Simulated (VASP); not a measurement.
The system is SnTe.

```
Sn Te
1.0
     0.00000    3.18581    3.18581
     3.18581    0.00000    3.18581
     3.18581    3.18581    0.00000
Sn Te
1 1
Direct
  0.00000 0.00000 0.00000
  0.50000 0.50000 0.50000
```

The cell is a database's computed one.

```yaml
Program: VASP 6.6.1
Task: relaxation of cell and atoms
Functional: PBEsol
Potentials_or_basis: VASP PAW PBE potentials, release 64 (Sn_d, Te)
Cutoff: 300 eV
k_mesh: 12 × 12 × 12
Occupations: gaussian, width 0.1 eV
Spin: no spin polarisation
```

At the start: pressure -1.9 GPa; volume 32.33 Å³/atom.

**Question.** How do energy, volume and symmetry change on relaxing?

**Answer.** Over 3 steps the energy falls by 8.5 meV/atom and the volume is 30.94 Å³/atom (-4.3 %); space group Fm-3m (No. 225, to 0.05 Å).

Step by step:
```
step  energy change (eV)  largest force (eV/Å)  pressure (GPa)  volume (Å³)
   1              0.0000                0.0000           -1.87        64.67
   2             -0.0158                0.0000            0.56        61.19
   3             -0.0170                0.0000            0.01        61.89
```

Final structure:
```
Sn Te
1.0
     0.00000    3.13949    3.13949
     3.13949    0.00000    3.13949
     3.13949    3.13949    0.00000
Sn Te
1 1
Direct
  0.00000 0.00000 0.00000
  0.50000 0.50000 0.50000
```

Caveat: the PAW data sets were made with another functional, which shifts forces and pressure a little.
